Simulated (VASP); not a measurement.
Input of a VASP 6.6.1 run:

The input POSCAR:

```
GaP
1.0
    0.0000000000      2.7250000000      2.7250000000
    2.7250000000      0.0000000000      2.7250000000
    2.7250000000      2.7250000000      0.0000000000
Ga P
1 1
Direct
    0.0000000000      0.0000000000      0.0000000000
    0.2500000000      0.2500000000      0.2500000000
```

Contents of INCAR.step1:

```
SYSTEM = GaP
  ALGO = Normal
  EDIFF = 1E-4
  ENCUT = 600
  GGA = PE
  ISMEAR = 0
  LASPH = .True.
  LCHARG = .False.
  LREAL = .False.
  LWAVE = .True.
  NELM = 100
  PREC = Accurate
  SIGMA = 0.01
```

INCAR.step2

```
SYSTEM = GaP
  ALGO = Normal
  EDIFF = 1E-7
  EDIFFG = -0.002
  ENCUT = 600
  IBRION = 2
  ISIF = 3
  ISMEAR = 0
  ISTART = 1
  LASPH = .True.
  LCHARG = .False.
  LMIXTAU = .True.
  LREAL = .False.
  LWAVE = .False.
  METAGGA = R2SCAN
  NELM = 100
  NSW = 80
  PREC = Accurate
  SIGMA = 0.01
```

File KPOINTS:

```
k-points
0
Gamma
  8 8 8
  0 0 0
```

Potentials or basis: VASP PAW PBE potentials, release 64 (Ga_d, P).

Command:

```console
$ cat potpaw_PBE.64/Ga_d/POTCAR potpaw_PBE.64/P/POTCAR > POTCAR
$ cp INCAR.step1 INCAR
$ mpirun -np 1 vasp_std > vasp.out
$ cp INCAR.step2 INCAR
$ mpirun -np 1 vasp_std > vasp.out
```

(1) What does it give for the band gap on the k mesh?

## Answers

(1) 1.90 eV, indirect (least direct gap 2.35 eV).

Caveat: the relaxation stopped at its first step, so nothing moved.
